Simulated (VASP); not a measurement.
Here is the system:

```
CELL_PARAMETERS angstrom
      0.00000     1.78350     1.78350
      1.78350     0.00000     1.78350
      1.78350     1.78350     0.00000
ATOMIC_POSITIONS crystal
  C  0.00000 0.00000 0.00000
  C  0.25000 0.25000 0.25000
```

These are revPBE GGA, VASP's PBE PAW potentials (set 64) (plane waves; VASP) values and carry that method's errors. Numerical set-up: 520 eV cut-off, 11×11×11 Γ-centred mesh, Gaussian smearing of 0.050 eV, potentials C.

Q: The ions, cell shape and volume are relaxed. Which structure does the run end with?

A: 
```
CELL_PARAMETERS angstrom
      0.00000     1.79302     1.79302
      1.79302     0.00000     1.79302
      1.79302     1.79302     0.00000
ATOMIC_POSITIONS crystal
  C  0.00000 0.00000 0.00000
  C  0.25000 0.25000 0.25000
```
Space group Fd-3m (227), at a tolerance of 0.03 Å.

Q: How do energy and volume change from the first to the last step?

A: The energy (σ→0) changes by -1.9 meV/atom and the volume by +1.6 %, in 3 ionic steps.

| step | E(σ→0) (eV) | max force (eV/Å) | pressure (GPa) | volume (Å³) |
|---|---|---|---|---|
| 1 | -17.3761 | 0.000 | 6.91 | 11.35 |
| 2 | -17.3744 | 0.000 | -7.83 | 11.75 |
| 3 | -17.3799 | 0.000 | -0.01 | 11.53 |

The compound is C in the diamond structure. This run relaxes it. Symmetry was kept, so distortions that lower it aren't found.
